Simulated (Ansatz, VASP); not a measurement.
# LiPS3 in two plane-wave programs

One calculation is typed for both programs; each brings its own data sets. How far apart do they land? The cell is taken from a series of runs on this material, whose earlier steps may have relaxed, scaled, displaced or heated it; both programs get it as it stands.

Program: Ansatz 0.2.0. Level of theory: plane waves, with VASP 6.6.1 beside it; HSE06 form with 5 % exact exchange, screening 0.2078 1/A with an exact-exchange share of 0.05. Results are calculated unless marked as measured.

## 1. Starting point

The structure is monoclinic, space group C2/m (No. 12). The conventional cell has a = 11.116 Å, b = 7.007 Å, c = 6.525 Å, α = 90.00°, β = 125.57°, γ = 90.00°. Li has 4 S at 2.54 to 2.58 Å nearest. P has 4 S at 1.99 to 2.15 Å nearest. Nearest to S lie 2 P at 2.15 Å. Nearest to S lie 1 P at 2.01 Å and 2 Li at 2.58 Å. S has 1 P at 1.99 Å and 2 Li at 2.54 Å nearest. Farther neighbours and most contacts between anions are not listed.

## 2. Ansatz: G0W0 gap, HSE06 form with 5 % exact exchange, screening 0.2078 1/A with an exact-exchange share of 0.05

Ansatz runs on its PAW soft_1 files.

Quasiparticle shifts depend on high empty states and on the cores, so they are the hardest test of two PAW sets.

Contents of input.yaml:

```yaml
crystal:
  lattice:
    - [5.5578, -3.5035, 0.0]
    - [5.5578, 3.5035, 0.0]
    - [-3.7957895619, 0.0, 5.3074392707]
  atoms:
    - { symbol: Li, position: [0.7591184309, 0.2408815691, 0.0] }
    - { symbol: Li, position: [0.2408815691, 0.7591184309, 0.0] }
    - { symbol: P, position: [0.1535229576, 0.1535229576, 0.5780140654] }
    - { symbol: P, position: [0.8464770424, 0.8464770424, 0.4219859346] }
    - { symbol: S, position: [0.2240344925, 0.7759655075, 0.5] }
    - { symbol: S, position: [0.7759655075, 0.2240344925, 0.5] }
    - { symbol: S, position: [0.197106774, 0.197106774, 0.3187113102] }
    - { symbol: S, position: [0.802893226, 0.802893226, 0.6812886898] }
    - { symbol: S, position: [0.3227742362, 0.3227742362, 0.940813349] }
    - { symbol: S, position: [0.6772257638, 0.6772257638, 0.059186651] }
kpoints:
  mp_grid: { grid: [2, 2, 2] }
hamiltonian:
  xc:
    exchange: pbe
    correlation: pbe
    exx: { coeff: 0.05, omega: 0.2078 }
  pseudopotentials: { kind: paw, azcp: { folder: soft_1 } }
scf:
  occupations: { method: fixed }
gw:
  n_empty_bands: 862
  ecut_chi: 150.0
  qp_bands: [v3, c3]
  qp_kpoints: band_edges
  screening: { model: contour_deformation }
```

The run is started by

```sh
$ ansatz run input.yaml --threads 2 --pin off --max-ram 92160MiB --backend cuda --events-out ev --progress --plain --runs-dir out --devices 1 --max-vram 13GiB
```

Numbers of over 12 decimals in the logs are rounded to 6 here.

The program printed:

```text
GPUs: using 1 of 1 available (devices: 1).
Engine: ansatz 0.2.0, x86_64-unknown-linux-gnu
Pseudopotentials: kind: paw
Pseudopotential: Li, paw, valence charge 3, recommended cutoff 420 eV (normal), soft_1/Li.paw.azcp
Pseudopotential: P, paw, valence charge 5, recommended cutoff 420 eV (normal), soft_1/P.paw.azcp
Pseudopotential: S, paw, valence charge 6, recommended cutoff 420 eV (normal), soft_1/S.paw.azcp
Functional definition: unnamed
  parameter a_1 = 0.05
  parameter omega_1 = 0.2078/angstrom
  exchange = pbe_x + (-a_1)*pbe_x_sr(omega_1) + a_1*exact_x_sr(omega_1)
  correlation = pbe_c
davidson cushion auto → on  (no smearing: the cushion is to keep the highest requested band from converging to the state above it; pin scf.eigensolver.cushion to override)
device memory: the entry about to start is reckoned to put 1.9 GiB on a device that reports 52.9 GiB free (of which the cap on the GPU budget leaves the run 13.0 GiB)
GPU FFT provider: cuFFT
GPU libraries: cuBLAS 13.8.2, cuFFT 12.4.0, cuSOLVER 12.3.4
Crystal: 10 atoms, lattice volume = 206.690 Å³
Basis set: ecut = 420 eV, 3981 PW (Γ)
Bands: 36, of which v1, the nominal top of the filled ones, is band 26 counted from 1 (25 counted from 0)
Symmetry: 4 space group operations
Space group: C2/m (ITA 12), of the structure as read, at distance tolerance 5.9e-5 Å
k-points: 6 of 8
Non-local potential: Li, projectors of the file, l = 0: 3, l = 1: 2, l = 2: 1
Non-local potential: P, projectors of the file, l = 0: 2, l = 1: 2, l = 2: 1
Non-local potential: S, projectors of the file, l = 0: 2, l = 1: 2, l = 2: 1
PAW form: soft (Blöchl's): semilocal exchange-correlation on the pseudo side does not see the compensation charge
PAW frozen core: P, regenerated for the run's functional, and the local potential with it (the file was generated under x = pbe(κ = 0.804, μ = 0.219515), c = pbe(β = 0.066725))
PAW frozen core: S, regenerated for the run's functional, and the local potential with it (the file was generated under x = pbe(κ = 0.804, μ = 0.219515), c = pbe(β = 0.066725))
PAW one-centre angular grid: Li, 110 points (default); XC on 160 Gauss nodes
PAW one-centre angular grid: P, 110 points (default); XC on 64 Gauss nodes
PAW one-centre angular grid: S, 110 points (default); XC on 64 Gauss nodes
Initial density: superposition of atomic densities (chi_scale 0.1, normalization cell, long waves kept (reshape's long-wave potential 0.03 eV rms))
Initial wavefunctions: pseudopotential atomic-orbital guess
GPU buffer pool allocated for 91125 grid points (all kernels)
GPU transforms: local potential and band sums: pruned to the plane-wave sphere, on 45×45×45
Functional: x = pbe(κ = 0.804, μ = 0.219515), c = pbe(β = 0.066725), warm-up for x = pbe(κ = 0.804, μ = 0.219515) + 0.05 (exact − pbe) at short range (hse, ω = 0.2078 Å⁻¹), c = pbe(β = 0.066725)
SCF iter   1: F=—  HF=-7340.496133 eV  |F-HF|=—  |Δ(HF+E_count)|=         —  Δρ=4.45e-2  dr2=6.16e0  ethr=1.00e-1  ⟨swp⟩=5.8  Hψ=771  notcnv=0
preconditioner: auto → none  [insulator: Δε(μ)=2.623 eV  Ē_g=10.375 eV  n_scr=34 (ndim 8)  ℏωp=17.9 eV  f_vac=0.000]
SCF iter   2: F=—  HF=-7339.093240 eV  |F-HF|=—  |Δ(HF+E_count)|=    1.40e0  Δρ=2.24e-2  dr2=1.62e0  ethr=1.19e-2  ⟨swp⟩=4.5  Hψ=636  notcnv=0  defer=1
SCF iter   3: F=—  HF=-7338.814022 eV  |F-HF|=—  |Δ(HF+E_count)|=   2.79e-1  Δρ=1.18e-2  dr2=3.59e-1  ethr=3.12e-3  ⟨swp⟩=3.7  Hψ=590  notcnv=0
SCF iter   4: F=—  HF=-7338.761938 eV  |F-HF|=—  |Δ(HF+E_count)|=   5.21e-2  Δρ=5.38e-3  dr2=5.63e-2  ethr=6.89e-4  ⟨swp⟩=3.0  Hψ=539  notcnv=0
iter 5 solved again at ethr=8.36e-6 eV; its pass at ethr=1.08e-4 eV (dr2=4.35e-3 eV) is discarded
SCF iter   5: F=—  HF=-7338.755407 eV  |F-HF|=—  |Δ(HF+E_count)|=   6.53e-3  Δρ=1.58e-3  dr2=4.25e-3  ethr=8.36e-6  ⟨swp⟩=3.2  Hψ=1066  notcnv=0  defer=1
SCF iter   6: F=-7338.755616 eV  HF=-7338.755506 eV  |F-HF|=1.10e-4  |Δ(HF+E_count)|=   9.93e-5  Δρ=3.75e-4  dr2=2.03e-4  ethr=8.17e-6  ⟨swp⟩=3.8  Hψ=538  notcnv=0  defer=1
SCF 1 stopped early in 6 iterations: F = -7338.755616 eV  dr2 = 2.03e-4
  greatest PAW one-centre occupation: 1.000 electrons in one spin orbital (limit 2), on the Li atom at site 1 (counted from 0), in its partial waves of l = 0
device memory: the entry about to start is reckoned to put 2.4 GiB on a device that reports 52.9 GiB free (of which the cap on the GPU budget leaves the run 13.0 GiB)
GPU FFT provider: cuFFT
GPU libraries: cuBLAS 13.8.2, cuFFT 12.4.0, cuSOLVER 12.3.4
Initial density: handed on by an earlier stage of this run
Initial wavefunctions: those handed on with the density
GPU buffer pool allocated for 91125 grid points (all kernels)
GPU transforms: local potential and band sums: pruned to the plane-wave sphere, on 45×45×45
Functional: x = pbe(κ = 0.804, μ = 0.219515) + 0.05 (exact − pbe) at short range (hse, ω = 0.2078 Å⁻¹), c = pbe(β = 0.066725)
[...]
SCF iter   5: F=—  HF=-7339.611761 eV  |F-HF|=—  |Δ(HF+E_count)|=   3.76e-6  Δρ=1.45e-5  dr2=9.47e-7  ethr=2.53e-8  ⟨swp⟩=3.0  Hψ=530  notcnv=0
SCF iter   6: F=-7339.611761 eV  HF=-7339.611761 eV  |F-HF|=3.77e-8  |Δ(HF+E_count)|=   1.52e-7  Δρ=3.48e-6  dr2=7.81e-8  ethr=1.58e-9  ⟨swp⟩=4.0  Hψ=629  notcnv=0
SCF 2 converged in 6 iterations: F = -7339.611761 eV  dr2 = 7.81e-8
hybrid outer 1: dexx = +1.806e-4 eV, tail = 1.76e-7 eV
GPU FFT provider: cuFFT
[...]
Exchange-term sweep: 0 of 6 (spin, k) points
Exchange-term sweep: 1 of 6 (spin, k) points
Exchange-term sweep: 2 of 6 (spin, k) points
Exchange-term sweep: 3 of 6 (spin, k) points
Exchange-term sweep: 4 of 6 (spin, k) points
Exchange-term sweep: 5 of 6 (spin, k) points
Exchange-term sweep: 6 of 6 (spin, k) points
G₀W₀ screening: q 1/6
[... further progress lines ...]
device memory: the entry about to start is reckoned to put 0.8 GiB on a device that reports 52.7 GiB free (of which the cap on the GPU budget leaves the run 13.0 GiB)
NSCF: frozen V_eff on 1 k-points
device memory: the entry about to start is reckoned to put 0.8 GiB on a device that reports 52.7 GiB free (of which the cap on the GPU budget leaves the run 13.0 GiB)
NSCF: frozen V_eff on 1 k-points
device memory: the entry about to start is reckoned to put 0.8 GiB on a device that reports 52.6 GiB free (of which the cap on the GPU budget leaves the run 13.0 GiB)
NSCF: frozen V_eff on 1 k-points
hybrid SCF converged: 2 outer / 8 inner (+6 warm-up), last move |dexx| = 1.53e-9 eV, tail = 9.71e-9 eV
Stability not checked: this state was not tested for a lower state beside it, because the functional holds exact exchange (a hybrid, or Hartree-Fock), whose exchange loop this test does not read (fock_operator; see scf.lower_state_search)
Free energy (F): -7339.611761 eV
Frozen-core exchange: fock
Harris-Foulkes:  -7339.611761 eV  (|F-HF|=3.14e-9)
Internal energy: -7339.611761 eV  (E = F + TS)
E sigma→0 (E₀):  -7339.611761 eV
Fermi energy:    3.694365 eV
--- Per-component energies (eV) ---
  E_band       = -273.854215
  E_kinetic    = 810.079036
  E_local      = -1403.287799  (includes V_loc(G=0)·N_el)
  E_nonlocal   = 229.513947
  E_hartree    = 427.225401
  E_xc         = -671.464286
  E_vxc        = -618.015119  (∫ρ·V_xc dr)
  E_exx        = -21.382146  (= α·E_x^exact, valence–valence)
  E_paw        = -4821.348548  (= ΣΔE_a)
  E_vpaw       = -103.831081  (= ΣTr[D̂ρ^β])
  E_aug_tail   = 0.000510  (compensation charges beyond the density's cutoff)
  E_ewald      = -1888.804300
  E_core_change = -0.143577  (= ΣΔE_core)
  E_smearing   = -0.000000  (= −TS)
  E_closure    = 0.000000  (closes the sum)
  Σ components = -7339.611761   (vs F -7339.611761, Δ=0.00e0)
--- Band table (eV; the first three rows and the last of 6) ---
  k-point 0: bands = [... 22 lower, 2.8979, 3.1713, 3.2729, 3.6944, 6.0099, 6.5590, 6.8906, 7.7391, ... 2 higher]
  k-point 1: bands = [... 22 lower, 2.9566, 2.9576, 2.9934, 2.9935, 5.6221, 6.5143, 6.6648, 7.8629, ... 2 higher]
  k-point 2: bands = [... 22 lower, 2.6496, 2.9527, 3.0836, 3.1936, 5.8450, 6.7850, 7.0447, 7.6995, ... 2 higher]
  k-point 5: bands = [... 22 lower, 2.9599, 2.9679, 3.0218, 3.1780, 6.3498, 6.6433, 7.3854, 7.7181, ... 2 higher]
  guard bands above this table: 4 of the run's 36 bands. The solve was not asked for them (output.publish_guard_bands: true or output.eigenvalues: true publishes all)
--- G₀W₀: contour deformation, 7 samples at zero and on the imaginary axis and 1 off it, 8 q-points, 862 empty bands' worth ---
  eigenvalues of the whole cell's RPA ε∞ on this k-mesh (on a slab, of 1 + 4πα/V) = 4.3514, 4.6645, 5.9134; static W/v taken at q = 0 is 0.202320
  gw.qp_kpoints: band_edges: 6 of 6 stored k-points solved, in 1 pass; an edge of the gap read off the rows below is read off those points alone
    ik  band        ε_KS         Σx   Σc(E_QP)       V_xc       Z   E_QP_lin       E_QP  E_QP is
     0    24      3.1713   -18.1314     1.8973   -15.4220  0.7505     2.3465     2.3593  root
     0    25      3.2729   -17.8262     1.9078   -15.0983  0.7501     2.4394     2.4529  root
     0    26      3.6944   -18.4725     2.0617   -15.5606  0.7510     2.8306     2.8442  root
     0    27      6.0099   -10.0626    -4.0732   -14.6073  0.7585     6.4855     6.4814  root
     0    28      6.5590    -9.0384    -4.0046   -13.4758  0.7698     6.9948     6.9918  root
     0    29      6.8906   -10.1640    -4.4318   -15.1577  0.7666     7.4582     7.4526  root
     1    24      2.9576   -17.8805     2.2682   -14.7296  0.7430     2.0562     2.0749  root
     1    25      2.9934   -17.9057     2.0381   -15.0310  0.7478     2.1421     2.1569  root
     1    26      2.9935   -17.9136     2.2172   -14.8331  0.7455     2.1133     2.1303  root
     1    27      5.6221    -9.4304    -4.1181   -14.0393  0.7640     6.1169     6.1129  root
     1    28      6.5143    -7.7188    -4.0618   -12.2072  0.7806     6.9436     6.9408  root
     1    29      6.6648    -8.7577    -4.0781   -13.2771  0.7683     7.1094     7.1061  root
     2    24      2.9527   -17.8321     2.2578   -14.6937  0.7444     2.0540     2.0722  root
     2    25      3.0836   -17.8557     2.1507   -14.8270  0.7468     2.1883     2.2055  root
     2    26      3.1936   -18.0591     2.1043   -15.1039  0.7478     2.3275     2.3428  root
     2    27      5.8450    -9.1982    -4.1567   -13.8459  0.7653     6.3401     6.3360  root
     2    28      6.7850    -8.6601    -4.0572   -13.1499  0.7680     7.2208     7.2175  root
     2    29      7.0447    -9.5167    -4.3875   -14.4664  0.7647     7.6129     7.6070  root
     3    24      2.9492   -17.8166     2.2466   -14.6892  0.7443     2.0503     2.0684  root
     3    25      3.0636   -18.0632     2.1526   -15.0463  0.7468     2.1831     2.1993  root
     3    26      3.3536   -18.2526     2.1400   -15.2509  0.7492     2.4767     2.4920  root
     3    27      5.9902    -9.3883    -4.1832   -14.0699  0.7616     6.4932     6.4886  root
     3    28      6.9617    -9.2125    -4.1427   -13.8176  0.7641     7.4281     7.4242  root
     3    29      6.9912    -8.7391    -4.2333   -13.4723  0.7697     7.4956     7.4911  root
[...]
4    28      7.0367    -8.6383    -4.1452   -13.2158  0.7670     7.4724     7.4690  root
     4    29      7.1500    -9.0439    -4.4723   -14.0971  0.7648     7.7374     7.7309  root
     5    24      2.9679   -17.9579     2.1890   -14.9176  0.7430     2.1003     2.1166  root
     5    25      3.0218   -17.8666     2.1450   -14.8583  0.7460     2.1422     2.1585  root
     5    26      3.1780   -18.2401     2.1793   -15.1990  0.7478     2.3008     2.3163  root
     5    27      6.3498    -9.8071    -4.2168   -14.5345  0.7568     6.8656     6.8604  root
     5    28      6.6433    -8.7265    -4.1028   -13.3004  0.7748     7.1180     7.1145  root
     5    29      7.3854    -9.1681    -4.2760   -13.9256  0.7599     7.8716     7.8669  root
```

[end of part 1 of 2]

[Lines on the potential files, build, host, timing and source positions are cut from VASP's logs without a mark.]

[Logs are printed without paths, hosts, clocks, repeated set-up lines and the standing remarks that a program may print on its own settings, such as how far it seeks lower states.]

[Hosts, paths, dates, database ids (printed as entryN), source tags and the programs' standing remarks are cut or masked in the printed files.]
